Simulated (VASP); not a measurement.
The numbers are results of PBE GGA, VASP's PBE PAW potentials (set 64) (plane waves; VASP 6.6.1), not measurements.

Input for VASP

INCAR:
```
ALGO  =  Normal
EDIFF  =  1E-6
ENCUT  =  300
GGA  =  PE
ISIF  =  2
ISMEAR  =  0
LASPH  =  .TRUE.
LCHARG  =  .FALSE.
LMAXMIX  =  4
LREAL  =  Auto
LWAVE  =  .FALSE.
NELM  =  100
PREC  =  Accurate
SIGMA  =  0.01
SYSTEM  =  ZnS
```

File POSCAR:
```
ZnS
1
    3.8073200000     0.0000000000     0.0000000000
   -1.9036600000     3.2972360000     0.0000000000
    0.0000000000     0.0000000000    31.1424000000
Zn S
10 10
Direct
  0.6666670000   0.3333330000   0.2000000000
  0.3333330000   0.6666670000   0.7000000000
  0.0000000000   0.0000000000   0.8000000000
  0.0000000000   0.0000000000   0.3000000000
  0.6666670000   0.3333330000   0.9000000000
  0.3333330000   0.6666670000   0.4000000000
  0.3333330000   0.6666670000   0.1001000000
  0.6666670000   0.3333330000   0.6001000000
  0.0000000000   0.0000000000   0.0001000000
  0.0000000000   0.0000000000   0.5001000000
  0.6666670000   0.3333330000   0.2749000000
  0.3333330000   0.6666670000   0.7749000000
  0.0000000000   0.0000000000   0.0750000000
  0.0000000000   0.0000000000   0.5750000000
  0.6666670000   0.3333330000   0.6750000000
  0.3333330000   0.6666670000   0.1750000000
  0.0000000000   0.0000000000   0.8749000000
  0.0000000000   0.0000000000   0.3749000000
  0.3333330000   0.6666670000   0.4751000000
  0.6666670000   0.3333330000   0.9751000000
```

File KPOINTS:
```
Automatic mesh
0
gamma
  13 13 2
0 0 0
```

POTCAR, in this order: Zn S (PBE.64 set). Program: vasp_std.

Output

File OUTCAR:
```
 ion  position               nearest neighbor table
   1  0.667  0.333  0.200-  16 2.33  16 2.33  16 2.33  11 2.33
   2  0.333  0.667  0.700-  15 2.33  15 2.33  15 2.33  12 2.33
   3  0.000  0.000  0.800-  17 2.33  12 2.33  12 2.33  12 2.33
   4  0.000  0.000  0.300-  18 2.33  11 2.33  11 2.33  11 2.33
   5  0.667  0.333  0.900-  17 2.33  17 2.33  17 2.33  20 2.34
   6  0.333  0.667  0.400-  18 2.33  18 2.33  18 2.33  19 2.34
   7  0.333  0.667  0.100-  16 2.33  13 2.33  13 2.33  13 2.33
   8  0.667  0.333  0.600-  15 2.33  14 2.33  14 2.33  14 2.33
   9  0.000  0.000  0.000-  20 2.33  20 2.33  20 2.33  13 2.33
  10  0.000  0.000  0.500-  19 2.33  19 2.33  19 2.33  14 2.33
  11  0.667  0.333  0.275-   1 2.33   4 2.33   4 2.33   4 2.33
  12  0.333  0.667  0.775-   2 2.33   3 2.33   3 2.33   3 2.33
  13  0.000  0.000  0.075-   9 2.33   7 2.33   7 2.33   7 2.33
  14  0.000  0.000  0.575-  10 2.33   8 2.33   8 2.33   8 2.33
  15  0.667  0.333  0.675-   2 2.33   2 2.33   2 2.33   8 2.33
  16  0.333  0.667  0.175-   1 2.33   1 2.33   1 2.33   7 2.33
  17  0.000  0.000  0.875-   3 2.33   5 2.33   5 2.33   5 2.33
  18  0.000  0.000  0.375-   4 2.33   6 2.33   6 2.33   6 2.33
  19  0.333  0.667  0.475-  10 2.33  10 2.33  10 2.33   6 2.34
  20  0.667  0.333  0.975-   9 2.33   9 2.33   9 2.33   5 2.34
  LATTYP: Found a hexagonal cell.
 ALAT       =     3.8073200000
 C/A-ratio  =     8.1796119055
 Subroutine PRICEL returns:
 Original cell was already a primitive cell.
 Subroutine GETGRP returns: Found 12 space group operations
The static configuration has the point symmetry C_3v.
 The point group associated with its full space group is C_6v.
The dynamic configuration has the point symmetry C_3v.
 Subroutine INISYM returns: Found 12 space group operations
 Subroutine IBZKPT returns following result:
 Found     42 irreducible k-points:

 Following reciprocal coordinates:
            Coordinates               Weight
  0.000000  0.000000  0.000000      1.000000
  0.076923 -0.000000  0.000000      6.000000
  0.153846 -0.000000  0.000000      6.000000
  0.230769 -0.000000  0.000000      6.000000
...
```

### OSZICAR
```
       N       E                     dE             d eps       ncg     rms          rms(c)
DAV:   1     0.130279491306E+04    0.13028E+04   -0.58343E+04  9072   0.137E+03
DAV:   2     0.137337795839E+03   -0.11655E+04   -0.11151E+04  9088   0.366E+02
DAV:   3    -0.605934114855E+02   -0.19793E+03   -0.19370E+03  9940   0.142E+02
DAV:   4    -0.723868284115E+02   -0.11793E+02   -0.11708E+02 10424   0.363E+01
DAV:   5    -0.726374549891E+02   -0.25063E+00   -0.25004E+00 10384   0.534E+00    0.231E+01
DAV:   6    -0.682348677610E+02    0.44026E+01   -0.87776E+00 13572   0.415E+01    0.173E+01
DAV:   7    -0.689017960439E+02   -0.66693E+00   -0.17012E+01 10436   0.999E+00    0.585E+00
DAV:   8    -0.684371124835E+02    0.46468E+00   -0.14226E+00 11464   0.674E+00    0.242E+00
DAV:   9    -0.683886240445E+02    0.48488E-01   -0.57158E-01 11400   0.349E+00    0.717E-01
DAV:  10    -0.683887389887E+02   -0.11494E-03   -0.20964E-02 10952   0.155E+00    0.603E-01
DAV:  11    -0.683890669249E+02   -0.32794E-03   -0.30267E-03 10536   0.218E-01    0.572E-01
DAV:  12    -0.683935279543E+02   -0.44610E-02   -0.13442E-02 12412   0.888E-01    0.372E-01
DAV:  13    -0.683906294521E+02    0.28985E-02   -0.60349E-03 11932   0.742E-01    0.309E-01
DAV:  14    -0.683902367255E+02    0.39273E-03   -0.15761E-03 11592   0.241E-01    0.175E-01
DAV:  15    -0.683902565564E+02   -0.19831E-04   -0.26244E-04 10100   0.673E-02    0.153E-01
DAV:  16    -0.683902578014E+02   -0.12450E-05   -0.25436E-06  6840   0.702E-03    0.152E-01
DAV:  17    -0.683902464859E+02    0.11315E-04   -0.66448E-07  5456   0.102E-02    0.150E-01
DAV:  18    -0.683901905154E+02    0.55970E-04   -0.23039E-05 12184   0.478E-02    0.137E-01
DAV:  19    -0.683900898875E+02    0.10063E-03   -0.14404E-04 12116   0.121E-01    0.111E-01
DAV:  20    -0.683900772262E+02    0.12661E-04   -0.89978E-05 13040   0.445E-02    0.790E-02
DAV:  21    -0.683900765682E+02    0.65800E-06   -0.64978E-06  7888   0.928E-03
   1 F= -.68390077E+02 E0= -.68390077E+02  d E =-.183243E-13
```

### OUTCAR
```
------------------------ aborting loop because EDIFF is reached ----------------------------------------
  FORCE on cell =-STRESS in cart. coord.  units (eV):
  Direction    XX          YY          ZZ          XY          YZ          ZX
  --------------------------------------------------------------------------------------
  Total        5.4964395      5.4964400      5.3212817      0.0000000      0.0000000      0.0000000
  in kB       22.5252977     22.5252999     21.8074728      0.0000000      0.0000000      0.0000000
  external PRESSURE =      22.2860235 kB  Pullay stress =       0.0000000 kB
  volume of cell :      390.95
      direct lattice vectors                 reciprocal lattice vectors
     3.807320000  0.000000000  0.000000000     0.262651944  0.151642163  0.000000000
    -1.903660000  3.297236000  0.000000000     0.000000000  0.303284327  0.000000000
     0.000000000  0.000000000 31.142400000     0.000000000  0.000000000  0.032110563
  FREE ENERGIE OF THE ION-ELECTRON SYSTEM (eV)
  ---------------------------------------------------
  free  energy   TOTEN  =       -68.3900765682 eV

  energy  without entropy=      -68.3900765682  energy(sigma->0) =      -68.39007657
```
(Selected blocks of OUTCAR.)

OUTCAR:
```
 val. band max:        2.2046276653   @ k =   0.0000   0.0000   0.0000

 cond. band min:       4.3629569178   @ k =   0.0000   0.0000   0.0000


 Fermi energy:         2.2508032379

 k-point     1 :       0.0000    0.0000    0.0000
  band No.  band energies     occupation
      1     -11.0140      2.00000
      2     -10.9418      2.00000
      3     -10.9323      2.00000
      4     -10.7284      2.00000
      5     -10.7212      2.00000
      6     -10.4406      2.00000
      7     -10.4326      2.00000
      8     -10.1820      2.00000
      9     -10.1713      2.00000
     10     -10.0696      2.00000
     11      -4.1684      2.00000
     12      -4.1641      2.00000
     13      -4.1582      2.00000
     14      -4.1582      2.00000
     15      -4.1554      2.00000
     16      -4.1522      2.00000
     17      -4.1522      2.00000
     18      -4.1507      2.00000
     19      -4.1421      2.00000
     20      -4.1363      2.00000
     21      -4.1363      2.00000
     22      -4.1177      2.00000
     23      -4.1177      2.00000
     24      -4.1065      2.00000
     25      -4.1065      2.00000
     26      -4.0834      2.00000
     27      -4.0834      2.00000
     28      -4.0726      2.00000
     29      -4.0726      2.00000
     30      -4.0692      2.00000
     31      -4.0606      2.00000
     32      -4.0586      2.00000
     33      -4.0586      2.00000
     34      -4.0475      2.00000
     35      -4.0475      2.00000
     36      -4.0440      2.00000
     37      -4.0440      2.00000
     38      -3.8297      2.00000
     39      -3.8248      2.00000
     40      -3.6627      2.00000
     41      -3.6627      2.00000
     42      -3.6627      2.00000
     43      -3.6627      2.00000
     44      -3.6544      2.00000
     45      -3.6544      2.00000
     46      -3.6533      2.00000
     47      -3.6533      2.00000
     48      -3.6450      2.00000
     49      -3.6450      2.00000
     50      -3.6437      2.00000
     51      -3.6437      2.00000
...
```

At this cut-off the stress carries a Pulay error, which pulls relaxed volumes low.

The structure comes from a computed database's ZnS entry; how it stands against other phases isn't given here. The cell was not relaxed at this level. The run is one of a series of settings (KPOINTS 13×13×2 Γ-centred mesh against the base run), some of them coarse on purpose.
